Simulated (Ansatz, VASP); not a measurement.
# One calculation of SiSn2, two programs

File INCAR:

```
ALGO = Fast
EDIFF = 1E-7
ENCUT = 520
GGA = PE
ISIF = 2
ISMEAR = -1
LASPH = True
LCHARG = False
LREAL = False
LWAVE = False
NBANDS = 23
NELM = 80
PREC = Accurate
SIGMA = 0.15
```

File KPOINTS:

```
k-points
0
Gamma
  10 10 10
```

POSCAR

```
SiSn2
1.0
    0.0000000000      3.4085000000      3.4085000000
    3.4085000000      0.0000000000      3.4085000000
    3.4085000000      3.4085000000      0.0000000000
Si Sn
1 2
Direct
    0.0000000000      0.0000000000      0.0000000000
    0.2500000000      0.2500000000      0.2500000000
    0.7500000000      0.7500000000      0.7500000000
```

Input for Ansatz:

```yaml
crystal:
  lattice:
    - [0.0, 3.4085, 3.4085]
    - [3.4085, 0.0, 3.4085]
    - [3.4085, 3.4085, 0.0]
  atoms:
    - { symbol: Si, position: [0.0, 0.0, 0.0] }
    - { symbol: Sn, position: [0.25, 0.25, 0.25] }
    - { symbol: Sn, position: [0.75, 0.75, 0.75] }
basis:
  ecutwfc: 420
kpoints:
  mp_grid: { grid: [10, 10, 10] }
hamiltonian:
  xc: pbe
scf:
  occupations: { method: fermi_dirac, width: 0.15 }
output:
  forces: true
  stress: true
  eigenvalues: true
  write_density: true
  write_potential: true
  elf: true
  volumetric_format: npy
```

Alike in both runs: task single point; functional PBE; k mesh 10 × 10 × 10; occupations fermi-dirac, width 0.15 eV; no spin polarisation.

|  | VASP | Ansatz |
| --- | --- | --- |
| version | VASP 6.6.1 | Ansatz 0.2.0 |
| potentials or method | VASP PAW PBE potentials, release 64 (Si, Sn_d) | scalar-relativistic, plane waves, PAW |
| plane-wave cutoff (eV) | 520 | 420 |
| valence electrons in the cell | 32 | 32 |

VASP gave:

```
gap on the k mesh at the Fermi level (eV) : none
pressure (GPa)                            : 0.2
```

**Question.** Estimate Ansatz's values.

**Answer.** gap on the k mesh at the Fermi level (eV): none; pressure (GPa): 0.3.

A gap of «none» marks a metal or a gap that the smearing closes. The functional is the same, so the differences come from potentials, cutoffs and numerics.
